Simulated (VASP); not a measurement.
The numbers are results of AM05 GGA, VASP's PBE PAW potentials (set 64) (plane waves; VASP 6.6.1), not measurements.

VASP ran on this input.

**POSCAR**
```
Mo
1
   -1.5639619653     1.5639619653     1.5639619653
    1.5639619653    -1.5639619653     1.5639619653
    1.5639619653     1.5639619653    -1.5639619653
Mo
1
Direct
  0.0000000000   0.0000000000   0.0000000000
```

### INCAR
```
ALGO=Normal
EDIFF=1E-7
ENCUT=520
GGA=AM
ISIF=2
ISMEAR=-5
LASPH=.TRUE.
LCHARG=.TRUE.
LMAXMIX=4
LORBIT=11
LREAL=.FALSE.
LWAVE=.FALSE.
NEDOS=601
NELM=100
PREC=Accurate
SYSTEM=Mo
```

**KPOINTS**
```
Automatic mesh
0
Gamma
18 18 18
0 0 0
```

POTCAR, in this order: Mo_sv (PBE.64 set). Program: vasp_std.

What will the output report for the number of irreducible k-points (NKPTS), largest plane-wave count, number of space-group operations, FFT grid (NGX, NGY, NGZ)?

```
Quantity                                      Result
--------------------------------------  ------------
number of irreducible k-points (NKPTS)           195
largest plane-wave count                         426
number of space-group operations                  48
FFT grid (NGX, NGY, NGZ)                20 × 20 × 20
```

The compound is Mo in the bcc structure. It was relaxed first.
